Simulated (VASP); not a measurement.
An input for Ansatz (written as the equivalent of a VASP run, and not itself run):

Ansatz 0.2 input:
```yaml
crystal:
  lattice:
    - [-1.6525693, 1.6525693, 1.6443064]
    - [1.6525693, -1.6525693, 1.6443064]
    - [1.6525693, 1.6525693, -1.6443064]
  atoms:
    - { symbol: Ta, position: [0.0000000, 0.0000000, 0.0000000] }
kpoints:
  mp_grid: { grid: [14, 14, 14] }
hamiltonian:
  xc: r2scan
  pseudopotentials: { kind: paw }
scf:
  occupations: { method: methfessel_paxton, width: 0.1 }
  max_iter: 100
output: { forces: true, stress: true, eigenvalues: true }
```

Question: Translate this input to VASP (INCAR, KPOINTS, POSCAR, choice of POTCAR).

Answer: One answer among several that fit: 
### INCAR
```
SYSTEM  =  Ta
PREC  =  Accurate; ENCUT  =  480; LREAL  =  .False.
LASPH  =  .True.
EDIFF  =  1E-7; NELM  =  100; ALGO  =  Normal
LMAXMIX  =  6; LMIXTAU  =  .True.
ISMEAR  =  1; SIGMA  =  0.1
METAGGA  =  R2SCAN
ISIF  =  2
LWAVE  =  .False.; LCHARG  =  .False.
```

KPOINTS:
```
Automatic mesh
0
Gamma
14 14 14
0 0 0
```

### POSCAR
```
Ta
3.3051390
 -0.4999999262   0.4999999262   0.4974999265
  0.4999999262  -0.4999999262   0.4974999265
  0.4999999262   0.4999999262  -0.4974999265
Ta
1
Cartesian
  0.0000000000   0.0000000000   0.0000000000
```

POTCAR, in this order: Ta_pv (PBE.64 set). Program: vasp_std.

What does not carry over: each code has its own PAW files, so the cut-off isn't converted (ENCUT is set for VASP's; basis.ecutwfc is left out, and Ansatz then takes the one that its files recommend); Ansatz stops its SCF on the density residual and VASP on the energy change (EDIFF).

The compound is Ta in the bcc structure. This cell was strained or had an atom moved on purpose.
